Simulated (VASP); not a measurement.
Given:

```
In2Sc
1.0
    2.23410    -6.82859     0.00000
    2.23410     6.82859     0.00000
    0.00000     0.00000     4.45889
Sc In
2 4
Direct
  0.84357   0.15643   0.50000
  0.15643   0.84357   0.50000
  0.67608   0.32392   0.00000
  0.32392   0.67608   0.00000
  0.50000   0.50000   0.50000
  0.00000   0.00000   0.00000
```

Level of theory: PBEsol GGA, VASP's PBE PAW potentials (set 64) (plane waves; VASP). Run with 300 eV cut-off, 4×4×4 Γ-centred mesh, Gaussian smearing of 0.27 eV, potentials Sc_sv In_d.

At this cut-off the stress carries a Pulay error, which pulls relaxed volumes low. Unless said otherwise, spin-orbit coupling is left out, though it shifts the bands of the heavy elements here.

Question: What does the run give for the energy per atom (σ→0), pressure, band gap (on the k-mesh) with the smallest direct gap where there is one?

Answer: 
```json
{
 "band gap (on the k-mesh)": "none (metal, semimetal or under 0.01 eV)",
 "energy per atom (σ→0)": "-4.616 eV/atom",
 "pressure": "-27.3 kbar"
}
```

The structure comes from a computed database's ScIn2 entry; how it stands against other phases isn't given here. The cell was not relaxed at this level. The k-mesh is coarse (spacing up to 0.37 per Å, 2π included), so the numbers may not be converged in it.
